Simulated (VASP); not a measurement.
# Si2Sb2Te (I4/mmm) in VASP: density of states with PBE

Aim: the density of states of Si2Sb2Te with PBE.

Program: VASP 6.6.1. These are calculated values, not measurements. Logs are shortened: lines on timing, memory, paths and dates and some standing lists are left out, and cuts for length are marked.

**1. The crystal as given**

It takes space group I4/mmm (No. 139, tetragonal). The conventional cell has a = 5.084 Å, b = 5.084 Å, c = 9.275 Å, α = 90.00°, β = 90.00°, γ = 90.00°. Si (site symmetry 4mm) is surrounded by 1 Si at 2.42 Å and 4 Sb at 2.77 Å. Sb (site symmetry -4m2) has 4 Si at 2.77 Å as nearest neighbours. Around Te (site symmetry 4/mmm) lie 10 Si at 3.43 to 3.79 Å and 8 Sb at 3.44 Å.

The cell was built by a generator and needn't be a form met in nature.

**2. Density of states, PBE**

The input, POSCAR:

```
Si2Sb2Te                                
1.0
   -2.5422044265      2.5422044265      4.6376309058
    2.5422044265     -2.5422044265      4.6376309058
    2.5422044265      2.5422044265     -4.6376309058
  Si              Sb              Te            
     2     2     1
Direct
     0.6304998327415561    0.6304998327415561    0.0000000000000000
     0.3695001672584439    0.3695001672584439    0.0000000000000000
     0.7500000000000000    0.2500000000000000    0.5000000000000000
     0.2500000000000000    0.7500000000000000    0.5000000000000000
     0.0000000000000000    0.0000000000000000    0.0000000000000000
```

The input, INCAR.step1:

```
PREC = Accurate ; ENCUT = 520
EDIFF = 1E-6 ; ISMEAR = 0
SIGMA = 0.1 ; LREAL = F
LASPH = T ; NELM = 60
ALGO = Normal ; ISIF = 2
LWAVE = F ; LCHARG = T
GGA = PE ; KPAR = 4
```

The input, KPOINTS.step1:

```
Automatic mesh
0
Gamma
  8 8 8
```

The input, INCAR.step2:

```
PREC = Accurate ; ENCUT = 520
EDIFF = 1E-6 ; ISMEAR = -5
SIGMA = 0.1 ; LREAL = F
LASPH = T ; NELM = 60
ALGO = Normal ; ISIF = 2
LWAVE = F ; LCHARG = F
GGA = PE ; LORBIT = 11
KPAR = 4 ; NEDOS = 1001
ICHARG = 11
```

The input, KPOINTS.step2:

```
Automatic mesh
0
Gamma
  12 12 12
```

Potentials or basis: VASP PAW PBE potentials, release 64 (Si, Sb, Te).

Run with:

```sh
cat potpaw_PBE.64/Si/POTCAR potpaw_PBE.64/Sb/POTCAR potpaw_PBE.64/Te/POTCAR > POTCAR
cp INCAR.step1 INCAR
cp KPOINTS.step1 KPOINTS
mpirun -np 4 vasp_std > vasp.out
cp INCAR.step2 INCAR
cp KPOINTS.step2 KPOINTS
mpirun -np 4 vasp_std > vasp.out
```

OUTCAR:

```text
PREC = Accurate
   ENCUT = 520
   EDIFF = 1E-6
   ISMEAR = -5
   LREAL = F
   LASPH = T
   NELM = 60
   ISIF = 2
   GGA = PE
   LORBIT = 11
   ICHARG = 11

 ion  position               nearest neighbor table
   1  0.630  0.630  0.000-   2 2.42   3 2.77   4 2.77   3 2.77   4 2.77
   2  0.370  0.370  0.000-   1 2.42   3 2.77   4 2.77   4 2.77   3 2.77
   3  0.750  0.250  0.500-   2 2.77   1 2.77   2 2.77   1 2.77   5 3.44   5 3.44   5 3.44   5 3.44
                             4 3.60   4 3.60   4 3.60   4 3.60
   4  0.250  0.750  0.500-   2 2.77   1 2.77   2 2.77   1 2.77   5 3.44   5 3.44   5 3.44   5 3.44
                             3 3.60   3 3.60   3 3.60   3 3.60
   5  0.000  0.000  0.000-   3 3.44   4 3.44   3 3.44   4 3.44   3 3.44   4 3.44   3 3.44   4 3.44

  LATTYP: Found a body centered tetragonal cell.
 ALAT       =     5.0844088530
 C/A-ratio  =     1.8242556961

  Lattice vectors:

 A1 = (  -2.5422044265,   2.5422044265,   4.6376309058)
 A2 = (   2.5422044265,  -2.5422044265,   4.6376309058)
 A3 = (   2.5422044265,   2.5422044265,  -4.6376309058)

Analysis of symmetry for initial positions (statically):
=====================================================================
 Subroutine PRICEL returns:
 Original cell was already a primitive cell.

 Routine SETGRP: Setting up the symmetry group for a
 body centered tetragonal supercell.

 Subroutine GETGRP returns: Found 16 space group operations
 (whereof 16 operations were pure point group operations)
 out of a pool of 16 trial point group operations.

The static configuration has the point symmetry D_4h.

Analysis of symmetry for dynamics (positions and initial velocities):
=====================================================================
 Subroutine PRICEL returns:
 Original cell was already a primitive cell.

 Routine SETGRP: Setting up the symmetry group for a
 body centered tetragonal supercell.

 Subroutine GETGRP returns: Found 16 space group operations
 (whereof 16 operations were pure point group operations)
 out of a pool of 16 trial point group operations.

The dynamic configuration has the point symmetry D_4h.

 Subroutine INISYM returns: Found 16 space group operations
 (whereof 16 operations are pure point group operations),
 and found     1 'primitive' translations

----------------------------------------------------------------------------------------

                                     Primitive cell

  volume of cell :     119.8884

  direct lattice vectors                    reciprocal lattice vectors
    -2.542204427  2.542204427  4.637630906     0.000000000  0.196679698  0.107813668
     2.542204427 -2.542204427  4.637630906     0.196679698  0.000000000  0.107813668
     2.542204427  2.542204427 -4.637630906     0.196679698  0.196679698  0.000000000

  length of vectors
     5.867983223  5.867983223  5.867983223     0.224291531  0.224291531  0.278147097

  position of ions in fractional coordinates (direct lattice)
     0.630499833  0.630499833  0.000000000
     0.369500167  0.369500167  0.000000000
     0.750000000  0.250000000  0.500000000
     0.250000000  0.750000000  0.500000000
     0.000000000  0.000000000  0.000000000

  ion indices of the primitive-cell ions
   primitive index   ion index
                 1           1
                 2           2
                 3           3
                 4           4
                 5           5

----------------------------------------------------------------------------------------

 KPOINTS: Automatic mesh

Automatic generation of k-mesh.
 Grid dimensions read from file:
 generate k-points for:   12   12   12

 Generating k-lattice:

  Cartesian coordinates                     Fractional coordinates (reciprocal lattice)
     0.000000000  0.016389975  0.008984472     0.083333333  0.000000000  0.000000000
     0.016389975  0.000000000  0.008984472     0.000000000  0.083333333  0.000000000
     0.016389975  0.016389975  0.000000000     0.000000000  0.000000000  0.083333333

  Length of vectors
     0.018690961  0.018690961  0.023178925

  Shift w.r.t. Gamma in fractional coordinates (k-lattice)
     0.000000000  0.000000000  0.000000000

 TETIRR: Found   2206 inequivalent tetrahedra from    10368

 Subroutine IBZKPT returns following result:
 ===========================================

 Found    163 irreducible k-points:

 Following reciprocal coordinates:
            Coordinates               Weight
  0.000000  0.000000  0.000000      1.000000
  0.083333  0.000000 -0.000000      8.000000
  0.166667 -0.000000  0.000000      8.000000
  0.250000  0.000000 -0.000000      8.000000
  0.333333 -0.000000  0.000000      8.000000
  0.416667  0.000000 -0.000000      8.000000
[... 16 lines left out ...]
  0.500000  0.166667 -0.000000     16.000000
 -0.416667  0.166667  0.000000     16.000000
 [... further k-points ...]
   k-points           NKPTS =    163   k-points in BZ     NKDIM =    163   number of bands    NBANDS=     16
   number of dos      NEDOS =   1001   number of ions     NIONS =      5
   total plane-waves  NPLWV = 110592
   dimension x,y,z NGX =    48 NGY =   48 NGZ =   48
   dimension x,y,z NGXF=    96 NGYF=   96 NGZF=   96
   ions per type =               2   2   1
   NGX,Y,Z   is equivalent  to a cutoff of  13.60, 13.60, 13.60 a.u.
   NGXF,Y,Z  is equivalent  to a cutoff of  27.20, 27.20, 27.20 a.u.
 SYSTEM =  unknown system
   PREC   = accura    normal or accurate (medium, high low for compatibility)
   ISTART =      0    job   : 0-new  1-cont  2-samecut
   ICHARG =     11    charge: 1-file 2-atom 10-const
   ISPIN  =      1    spin polarized calculation?
   LNONCOLLINEAR =      F non collinear calculations
   LSORBIT =      F    spin-orbit coupling
   LASPH  =      T    aspherical Exc in radial PAW
   ENCUT  =  520.0 eV  38.22 Ry    6.18 a.u.  10.91 10.91 10.91*2*pi/ulx,y,z
   NELM   =     60;   NELMIN=  2; NELMDL=  0     # of ELM steps
   EDIFF  = 0.1E-05   stopping-criterion for ELM
   LREAL  =      F    real-space projection
   EDIFFG = 0.1E-04   stopping-criterion for IOM
   NSW    =      0    number of steps for IOM
   IBRION =     -1    ionic relax: 0-MD 1-quasi-New 2-CG
   NFREE  =      0    steps in history (QN), initial steepest desc. (CG)
   ISIF   =      2    stress and relaxation
   ISYM   =      2    0-nonsym 1-usesym 2-fastsym
   POTIM  = 0.5000    time-step for ionic-motion
   TEBEG  =    0.0;   TEEND  =   0.0 temperature during run
   PSTRESS=    0.0 pullay stress
   NELECT =      24.0000    total number of electrons
   NUPDOWN=      -1.0000    fix difference up-down
   EMIN   =  10.00;   EMAX   =-10.00  energy-range for DOS
   EFERMI =   0.00;   METHOD = LEGACY
   ISMEAR =    -5;   SIGMA  =   0.10  broadening in eV -4-tet -1-fermi 0-gaus
   EFERMI_NEDOS =   21; number of points for ismear=-14 and -15
   IALGO  =     38    algorithm
   IMIX   =      4    mixing-type and parameters
     AMIX     =   0.40;   BMIX     =  1.00
     AMIX_MAG =   1.60;   BMIX_MAG =  1.00
  volume/ion in A,a.u.               =      23.98       161.81
  Fermi-wavevector in a.u.,A,eV,Ry     =   0.957678  1.809749 12.478546  0.917147
  Thomas-Fermi vector in A             =   2.086718
   LORBIT       =     11    0 simple, 1 ext, 2 COOP (PROOUT), +10 PAW based schemes
   GGA     = PE    functional components
   LHFCALC =     F    Hartree Fock is set to
   AEXX    =    0.0000 exact exchange contribution
   IVDW    =     0    specifies the selected vdW correction
   LEPSILON=     F    determine dielectric tensor
   LRPA    =     F    only Hartree local field effects (RPA)
 non-spin polarized calculation
 Fermi weights with tetrahedron method with Bloechl corrections
  energy-cutoff  :      520.00
  volume of cell :      119.89
 maximum number of plane-waves:      3265
 NGX is ok and might be reduce to    48

 number of electron      24.0000000 magnetization

 Free energy of the ion-electron system (eV)
  ---------------------------------------------------
  ext. energy  EPLUGINS =         0.00000000
  ---------------------------------------------------
  free energy    TOTEN  =       -20.87380513 eV

  energy without entropy =      -20.87380513  energy(sigma->0) =      -20.87380513

 E-fermi :   7.6310     XC(G=0): -10.0515

 val. band max:        7.7677034105   @ k =  -0.2500   0.2500   0.1667
 cond. band min:       7.5379099985   @ k =   0.0000   0.0000   0.0000
 fundamental gap:     -0.2297934119
 Fermi energy:         7.6310403548

 k-point     1 :       0.0000    0.0000    0.0000
  band No.  band energies     occupation
      1      -5.3746      2.00000
      2      -1.6294      2.00000
      3      -0.4043      2.00000
      4       1.3244      2.00000
      5       1.6091      2.00000
      6       2.9265      2.00000
[... 8 lines left out ...]
     15      10.8426      0.00000
     16      11.5005      0.00000

 k-point     2 :       0.0833    0.0000   -0.0000
  band No.  band energies     occupation
      1      -5.3265      2.00000
      2      -1.6690      2.00000
      3      -0.5232      2.00000
      4       1.0155      2.00000
      5       1.7676      2.00000
      6       2.9387      2.00000
[... 8 lines left out ...]
     15      11.0535      0.00000
     16      11.2092      0.00000
[... 387 lines left out ...]
      5       1.2182      2.00000
      6       2.6761      2.00000
[... 8 lines left out ...]
     15       9.8975      0.00000
     16      10.1151      0.00000

 k-point    24 :      -0.4167    0.1667    0.0000
  band No.  band energies     occupation
      1      -4.2325      2.00000
      2      -2.6471      2.00000
      3      -1.8477      2.00000
      4       0.0061      2.00000
      5       1.0140      2.00000
      6       2.8224      2.00000
[... 8 lines left out ...]
     15      10.0462      0.00000
     16      10.6137      0.00000

 [... further k-points ...]

------------------------ aborting loop because EDIFF is reached ----------------------------------------

  FORCE on cell =-STRESS in cart. coord.  units (eV):
  Direction    XX          YY          ZZ          XY          YZ          ZX
  --------------------------------------------------------------------------------------
  -------------------------------------------------------------------------------------
  Total       -0.0475856     -0.0475856      0.2618946      0.0000000      0.0000000      0.0000000
  in kB       -0.6359294     -0.6359294      3.4999358      0.0000000      0.0000000      0.0000000
  external PRESSURE =       0.7426923 kB  Pullay stress =       0.0000000 kB

 VOLUME and BASIS-vectors are now :
 -----------------------------------------------------------------------------
  energy-cutoff  :      520.00
  volume of cell :      119.89
      direct lattice vectors                 reciprocal lattice vectors
    -2.542204427  2.542204427  4.637630906     0.000000000  0.196679698  0.107813668
     2.542204427 -2.542204427  4.637630906     0.196679698  0.000000000  0.107813668
     2.542204427  2.542204427 -4.637630906     0.196679698  0.196679698  0.000000000

 POSITION                                       TOTAL-FORCE (eV/Angst)
 -----------------------------------------------------------------------------------
      0.00000      0.00000      5.84805        -0.000000     -0.000000     -0.037155
      0.00000      0.00000      3.42721        -0.000000     -0.000000      0.037155
     -0.00000      2.54220      2.31882         0.000000      0.000000      0.000000
      2.54220     -0.00000      2.31882         0.000000      0.000000      0.000000
      0.00000      0.00000      0.00000         0.000000      0.000000      0.000000
 -----------------------------------------------------------------------------------
    total drift:                                0.000000     -0.000000     -0.000000

  FREE ENERGIE OF THE ION-ELECTRON SYSTEM (eV)
  ---------------------------------------------------
  free  energy   TOTEN  =       -20.8738051313 eV

  energy  without entropy=      -20.8738051313  energy(sigma->0) =      -20.87380513

 total charge

# of ion       s       p       d       tot
------------------------------------------
    1        0.811   0.764   0.000   1.575
    2        0.811   0.764   0.000   1.575
    3        1.203   1.101   0.057   2.360
    4        1.203   1.101   0.057   2.360
    5        1.407   1.887   0.027   3.321
--------------------------------------------------
tot          5.436   5.616   0.140  11.192
```

Wall time 79 s (4 MPI ranks of AMD EPYC 9R45 (Zen 5), shared host); peak memory 0.54 GiB.

Results:

```
Valence electrons inside the program's atomic spheres : Si 1.57; Sb 2.36; Te 3.32
```

Levels at points of the mesh, in eV from the Fermi level:
```
           k point  band 10  band 11  band 12  band 13  band 14  band 15
(0.00, 0.00, 0.00)    -2.71    -1.72    -1.72    -1.55    -0.09     3.21
(0.50, 0.00, 0.00)    -1.89    -1.03    -0.60     0.76     1.52     1.53
(0.50, 0.50, 0.00)    -1.34     0.55     1.32     1.60     2.01     2.91
(0.50, 0.50, 0.50)    -1.14    -0.67    -0.17    -0.17     0.09     0.14
```

States per cell in windows of 1 eV (zero at the Fermi level; states under -8 eV left out):
```tsv
from (eV)	total	Te5_p	Sb3_p	Sb4_p	Si1_p	Si2_p	Si1_s
-8.0	1.20	0.01	0.03	0.03	0.02	0.02	0.15
-7.0	0.74	0.01	0.03	0.03	0.02	0.02	0.09
-6.0	1.12	0.04	0.07	0.07	0.04	0.04	0.07
-5.0	2.36	0.16	0.17	0.17	0.11	0.11	0.04
-4.0	2.56	0.24	0.18	0.18	0.11	0.11	0.04
-3.0	2.77	0.26	0.20	0.20	0.15	0.15	0.03
-2.0	3.39	0.53	0.21	0.21	0.17	0.17	0.03
-1.0	2.80	0.61	0.16	0.16	0.11	0.11	0.02
0.0	2.04	0.26	0.18	0.18	0.08	0.08	0.04
1.0	2.34	0.16	0.21	0.21	0.09	0.09	0.08
2.0	2.90	0.21	0.23	0.23	0.15	0.15	0.05
3.0	0.73	0.07	0.06	0.06	0.03	0.03	0.01
```

Caveat: tetrahedron occupations give inexact forces and stress in metals. Spin-orbit coupling is left out, which matters for the levels of Sb, Te.
